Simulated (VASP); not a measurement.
A convergence study with VASP on Ba (bcc): a few settings are varied, all else stays as given below, so the limit is that of these other settings.

```yaml
crystal:
  lattice:
    - [-2.51000, 2.51000, 2.51000]
    - [2.51000, -2.51000, 2.51000]
    - [2.51000, 2.51000, -2.51000]
  atoms:
    - { symbol: Ba, position: [0.00000, 0.00000, 0.00000] }
```

Calculation: PBE GGA, VASP's PBE PAW potentials (set 64) (plane waves; VASP). The last row used: 550 eV cut-off, 18×18×18 Γ-centred mesh, second-order Methfessel-Paxton smearing of 0.40 eV, potentials Ba_sv.

```csv
setting,E (eV/atom),pressure (GPa),irreducible k-points
"ISMEAR = -1, SIGMA = 0.01, 6×6×6 mesh",-1.8990,0.15,16
"ISMEAR = -1, SIGMA = 0.1, 6×6×6 mesh",-1.9010,0.11,16
"ISMEAR = 0, SIGMA = 0.01, 6×6×6 mesh",-1.8988,0.10,16
"ISMEAR = 0, SIGMA = 0.1, 6×6×6 mesh",-1.8996,0.16,16
"ISMEAR = 1, SIGMA = 0.01, 6×6×6 mesh",-1.8988,0.07,16
"ISMEAR = 1, SIGMA = 0.2, 6×6×6 mesh",-1.8990,0.13,16
"ISMEAR = 2, SIGMA = 0.05, 6×6×6 mesh",-1.8991,0.15,16
"ISMEAR = 2, SIGMA = 0.2, 6×6×6 mesh",-1.8990,0.17,16
"ISMEAR = -1, SIGMA = 0.01, 12×12×12 mesh",-1.9076,0.06,72
"ISMEAR = -1, SIGMA = 0.2, 12×12×12 mesh",-1.8962,0.20,72
"ISMEAR = 0, SIGMA = 0.01, 12×12×12 mesh",-1.9075,0.06,72
"ISMEAR = 0, SIGMA = 0.2, 12×12×12 mesh",(withheld),0.05,72
"ISMEAR = 1, SIGMA = 0.01, 12×12×12 mesh",-1.9075,0.06,72
"ISMEAR = 1, SIGMA = 0.4, 12×12×12 mesh",-1.9099,0.01,72
"ISMEAR = 2, SIGMA = 0.05, 12×12×12 mesh",-1.9076,0.07,72
"ISMEAR = 2, SIGMA = 0.4, 12×12×12 mesh",-1.9087,0.04,72
"ISMEAR = -1, SIGMA = 0.05, 18×18×18 mesh",-1.9081,0.05,195
"ISMEAR = -1, SIGMA = 0.2, 18×18×18 mesh",-1.8962,0.20,195
"ISMEAR = 0, SIGMA = 0.05, 18×18×18 mesh",-1.9083,0.04,195
"ISMEAR = 0, SIGMA = 0.2, 18×18×18 mesh",-1.9078,0.06,195
"ISMEAR = 1, SIGMA = 0.05, 18×18×18 mesh",-1.9084,0.04,195
"ISMEAR = 1, SIGMA = 0.4, 18×18×18 mesh",-1.9099,0.01,195
"ISMEAR = 2, SIGMA = 0.1, 18×18×18 mesh",-1.9083,0.04,195
"ISMEAR = 2, SIGMA = 0.4, 18×18×18 mesh",-1.9087,0.04,195
```

**Question.** Complete the blanks.

**Answer.** 
- ISMEAR = 0, SIGMA = 0.2, 12×12×12 mesh, E (eV/atom): -1.9077

Left out are rungs that failed or repeat a setting and relaxations that didn't move; long series are thinned to 24 rows.

The compound is Ba in the bcc structure. The cell was not relaxed at this level.
